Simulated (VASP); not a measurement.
```yaml
crystal:
  lattice:
    - [-1.45906, 1.45906, 4.27858]
    - [1.45906, -1.45906, 4.27858]
    - [1.45906, 1.45906, -4.27858]
  atoms:
    - { symbol: Al, position: [0.00000, 0.00000, 0.00000] }
    - { symbol: Cr, position: [0.31515, 0.31515, 0.00000] }
    - { symbol: Cr, position: [0.68485, 0.68485, 0.00000] }
```

Calculation: PBEsol GGA, VASP's PBE PAW potentials (set 64) (plane waves; VASP). Numerical set-up: 400 eV cut-off, 16×16×16 Γ-centred mesh, tetrahedra with Blöchl corrections, potentials Al Cr_pv.

The cores are frozen, which limits the accuracy of field gradients.

Question: Give the principal components of the electric field gradient (V/Å²) and the asymmetry η at each nucleus.

Answer: 
```
atom   Vxx   Vyy    Vzz     η
----  ----  ----  -----  ----
Al1    7.3   7.3  -14.7  0.00
Cr2   -4.6  -4.6    9.2  0.00
Cr3   -4.6  -4.6    9.2  0.00
```

The structure comes from a computed database's AlCr2 entry (I4/mmm); how it stands against other phases isn't given here. It was relaxed first. The run is not spin-polarised, so no magnetic state was tried.
